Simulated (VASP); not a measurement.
# Si3Au (Fm-3m) in VASP: a series of runs, part 2 of 2

VASP 6.6.1.

## Step 4: Band structure, PBE

POSCAR

```
Si3Au
1.0
    0.0000000000      3.2039900000      3.2039900000
    3.2039900000      0.0000000000      3.2039900000
    3.2039900000      3.2039900000      0.0000000000
Si Au
3 1
Direct
    0.5000000000      0.5000000000      0.5000000000
    0.2500000000      0.2500000000      0.2500000000
    0.7500000000      0.7500000000      0.7500000000
    0.0000000000      0.0000000000      0.0000000000
```

INCAR.step1

```
  ALGO = Normal
  EDIFF = 1E-6
  ENCUT = 600
  GGA = PE
  ISIF = 2
  ISMEAR = -1
  LASPH = True
  LCHARG = True
  LMAXMIX = 4
  LREAL = False
  LWAVE = False
  NELM = 60
  PREC = Accurate
  SIGMA = 0.05
```

KPOINTS.step1

```
k-points
0
Gamma
  5 5 5
```

INCAR.step2

```
  ALGO = Normal
  EDIFF = 1E-6
  ENCUT = 600
  GGA = PE
  ICHARG = 11
  ISIF = 2
  ISMEAR = 0
  LASPH = True
  LCHARG = False
  LMAXMIX = 4
  LREAL = False
  LWAVE = False
  NELM = 60
  PREC = Accurate
  SIGMA = 0.05
```

KPOINTS.step2

```
path GXWKGLUWLK,UX
20
line-mode
reciprocal
 0.0000000000  0.0000000000  0.0000000000  G
 0.5000000000  0.0000000000  0.5000000000  X

 0.5000000000  0.0000000000  0.5000000000  X
 0.5000000000  0.2500000000  0.7500000000  W

 0.5000000000  0.2500000000  0.7500000000  W
 0.3750000000  0.3750000000  0.7500000000  K

 0.3750000000  0.3750000000  0.7500000000  K
 0.0000000000  0.0000000000  0.0000000000  G

 0.0000000000  0.0000000000  0.0000000000  G
 0.5000000000  0.5000000000  0.5000000000  L

 0.5000000000  0.5000000000  0.5000000000  L
 0.6250000000  0.2500000000  0.6250000000  U

 0.6250000000  0.2500000000  0.6250000000  U
 0.5000000000  0.2500000000  0.7500000000  W

 0.5000000000  0.2500000000  0.7500000000  W
 0.5000000000  0.5000000000  0.5000000000  L

 0.5000000000  0.5000000000  0.5000000000  L
 0.3750000000  0.3750000000  0.7500000000  K

 0.6250000000  0.2500000000  0.6250000000  U
 0.5000000000  0.0000000000  0.5000000000  X
```

Potentials or basis: VASP PAW PBE potentials, release 54 (Si, Au).

On the command line:

```
$ cat potpaw_PBE.54/Si/POTCAR potpaw_PBE.54/Au/POTCAR > POTCAR
$ cp INCAR.step1 INCAR
$ cp KPOINTS.step1 KPOINTS
$ mpirun -np 1 vasp_std > vasp.out
$ cp INCAR.step2 INCAR
$ cp KPOINTS.step2 KPOINTS
$ mpirun -np 1 vasp_std > vasp.out
```

OUTCAR:

```text
EDIFF = 1E-6
   ENCUT = 600
   GGA = PE
   ICHARG = 11
   ISIF = 2
   ISMEAR = 0
   LASPH = True
   LREAL = False
   NELM = 60
   PREC = Accurate

 ion  position               nearest neighbor table
   1  0.500  0.500  0.500-   2 2.77   2 2.77   2 2.77   2 2.77   3 2.77   3 2.77   3 2.77   3 2.77
                             4 3.20   4 3.20   4 3.20   4 3.20   4 3.20   4 3.20
   2  0.250  0.250  0.250-   4 2.77   4 2.77   4 2.77   1 2.77   4 2.77   1 2.77   1 2.77   1 2.77

[... 624 lines left out ...]

 [... further k-points ...]
[... 5 lines left out ...]
  --------------------------------------------------------------------------------------
  -------------------------------------------------------------------------------------
  Total        0.3457522      0.3457522      0.3457522      0.0000000     -0.0000000      0.0000000
  in kB        8.4211634      8.4211634      8.4211634      0.0000000     -0.0000000      0.0000000
  external PRESSURE =       8.4211634 kB  Pullay stress =       0.0000000 kB

 VOLUME and BASIS-vectors are now :
 -----------------------------------------------------------------------------
  energy-cutoff  :      600.00
  volume of cell :       65.78
      direct lattice vectors                 reciprocal lattice vectors
     0.000000000  3.203990000  3.203990000    -0.156055418  0.156055418  0.156055418
     3.203990000  0.000000000  3.203990000     0.156055418 -0.156055418  0.156055418
     3.203990000  3.203990000  0.000000000     0.156055418  0.156055418 -0.156055418

 POSITION                                       TOTAL-FORCE (eV/Angst)
 -----------------------------------------------------------------------------------
      3.20399      3.20399      3.20399         0.000000      0.000000      0.000000
      1.60200      1.60200      1.60200        -0.000000     -0.000000     -0.000000
      4.80598      4.80598      4.80598         0.000000      0.000000      0.000000
      0.00000      0.00000      0.00000         0.000000      0.000000      0.000000
 -----------------------------------------------------------------------------------
    total drift:                               -0.000000      0.000000      0.000000

  FREE ENERGIE OF THE ION-ELECTRON SYSTEM (eV)
  ---------------------------------------------------
  free  energy   TOTEN  =       -18.0458108165 eV

  energy  without entropy=      -18.0437663888  energy(sigma->0) =      -18.04478860
```

OUTCAR.step1:

```text
EDIFF = 1E-6
   ENCUT = 600
   GGA = PE
   ISIF = 2
[... 396 lines left out ...]
      3.20399      3.20399      3.20399        -0.000000     -0.000000     -0.000000
      1.60200      1.60200      1.60200         0.000000     -0.000000     -0.000000
      4.80598      4.80598      4.80598        -0.000000      0.000000      0.000000
      0.00000      0.00000      0.00000        -0.000000     -0.000000     -0.000000
 -----------------------------------------------------------------------------------
    total drift:                               -0.000000      0.000000      0.000000

  FREE ENERGIE OF THE ION-ELECTRON SYSTEM (eV)
  ---------------------------------------------------
  free  energy   TOTEN  =       -17.5700288918 eV

  energy  without entropy=      -17.5582589762  energy(sigma->0) =      -17.56414393
```

OSZICAR.step1:

```text
N       E                     dE             d eps       ncg     rms          rms(c)
DAV:   1     0.902409326801E+02    0.90241E+02   -0.10764E+04   300   0.146E+03
DAV:   2    -0.154017385568E+02   -0.10564E+03   -0.10406E+03   363   0.228E+02
DAV:   3    -0.188124037445E+02   -0.34107E+01   -0.33256E+01   420   0.373E+01
DAV:   4    -0.188433363486E+02   -0.30933E-01   -0.30868E-01   321   0.393E+00
DAV:   5    -0.188437997010E+02   -0.46335E-03   -0.46331E-03   412   0.408E-01    0.101E+01
DAV:   6    -0.177504735552E+02    0.10933E+01   -0.12954E+01   314   0.326E+01    0.102E+01
DAV:   7    -0.175937130357E+02    0.15676E+00   -0.95456E-01   314   0.109E+01    0.487E+00
DAV:   8    -0.175796361988E+02    0.14077E-01   -0.23456E-01   335   0.415E+00    0.665E-01
DAV:   9    -0.175700066430E+02    0.96296E-02   -0.43604E-02   321   0.233E+00    0.240E-01
DAV:  10    -0.175700259118E+02   -0.19269E-04   -0.27668E-03   335   0.383E-01    0.100E-01
DAV:  11    -0.175700333556E+02   -0.74438E-05   -0.69716E-05   377   0.759E-02    0.322E-02
DAV:  12    -0.175700314208E+02    0.19349E-05   -0.78301E-06   349   0.232E-02    0.117E-02
DAV:  13    -0.175700297991E+02    0.16216E-05   -0.12073E-06   171   0.120E-02    0.691E-03
DAV:  14    -0.175700288918E+02    0.90734E-06   -0.26583E-06   249   0.147E-02
   1 F= -.17570029E+02 E0= -.17564144E+02  d E =-.117699E-01
```

Wall time 2.2 min (1 thread of Intel Xeon Platinum 8559C (Emerald Rapids), shared host); peak memory 0.37 GiB.

Results:

```
Band gap along the path : none (metal or under the smearing width)
```

Levels at the corners of the path, in eV from the Fermi level:
```tsv
point	band 7	band 8	band 9	band 10	band 11	band 12	band 13	band 14	band 15
Γ	-4.23	-2.38	-1.81	-1.81	-1.81	0.27	0.27	0.27	1.42
X	-5.14	-5.12	-4.82	-3.44	-2.41	3.51	3.51	4.02	4.34
X	-5.14	-5.12	-4.82	-3.44	-2.41	3.51	3.51	4.02	4.35
W	-5.05	-4.87	-4.15	-0.61	-0.61	-0.42	0.27	3.16	4.98
W	-5.05	-4.87	-4.15	-0.61	-0.61	-0.42	0.27	3.16	4.99
K	-4.92	-4.45	-3.88	-3.07	-0.61	1.06	2.11	2.52	3.32
K	-4.92	-4.45	-3.88	-3.07	-0.61	1.06	2.11	2.52	3.32
Γ	-4.23	-2.38	-1.81	-1.81	-1.81	0.27	0.27	0.27	1.42
Γ	-4.23	-2.38	-1.81	-1.81	-1.81	0.27	0.27	0.27	1.42
L	-5.04	-4.56	-2.04	-2.04	-1.13	-1.13	-0.77	3.16	3.53
L	-5.04	-4.56	-2.04	-2.04	-1.13	-1.13	-0.77	3.16	3.53
U	-4.92	-4.45	-3.88	-3.07	-0.61	1.06	2.11	2.52	3.32
U	-4.92	-4.45	-3.88	-3.07	-0.61	1.06	2.11	2.52	3.32
W	-5.05	-4.87	-4.15	-0.61	-0.61	-0.42	0.27	3.16	4.98
W	-5.05	-4.87	-4.15	-0.61	-0.61	-0.42	0.27	3.16	4.99
L	-5.04	-4.56	-2.04	-2.04	-1.13	-1.13	-0.77	3.16	3.53
L	-5.04	-4.56	-2.04	-2.04	-1.13	-1.13	-0.77	3.16	3.53
K	-4.92	-4.45	-3.88	-3.07	-0.61	1.06	2.11	2.52	3.32
U	-4.92	-4.45	-3.88	-3.07	-0.61	1.06	2.11	2.52	3.32
X	-5.14	-5.12	-4.82	-3.44	-2.41	3.51	3.51	4.02	4.34
```

Caveat: the log is that of the step along the path at fixed density, whose energy, stress, charges and moments have no meaning; spin-orbit coupling is left out, which moves the levels of the heavy elements.
